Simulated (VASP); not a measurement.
Computed with PBE GGA, VASP's PBE PAW potentials (set 64) (plane waves; VASP).

VASP input:

File POSCAR:
```
Ir
1
    0.0000000000     1.9359633933     1.9359633933
    1.9359633933     0.0000000000     1.9359633933
    1.9359633933     1.9359633933     0.0000000000
Ir
1
Direct
  0.0000000000   0.0000000000   0.0000000000
```

**KPOINTS**
```
Automatic
0
Gamma
  16 16 16
0 0 0
```

### INCAR
```
SYSTEM = Ir
PREC = Accurate
ENCUT = 520
EDIFF = 1E-7
NELM = 100
ALGO = Normal
LREAL = .FALSE.
LASPH = .TRUE.
ISMEAR = 1
SIGMA = 0.1
GGA = PE
LMAXMIX = 6
LWAVE = .FALSE.
LCHARG = .FALSE.
ISIF = 2
```

POTCAR, in this order: Ir (PBE.64 set). Program: vasp_std.

What will the output report for the number of irreducible k-points (NKPTS), largest plane-wave count, number of space-group operations, FFT grid (NGX, NGY, NGZ)?

```json
{
  "number of irreducible k-points (NKPTS)": "145",
  "largest_plane_wave_count": "400",
  "number_of_space_group_operations": "48",
  "FFT grid (NGX, NGY, NGZ)": "20 × 20 × 20"
}
```

The compound is Ir in the fcc structure. It was relaxed first.
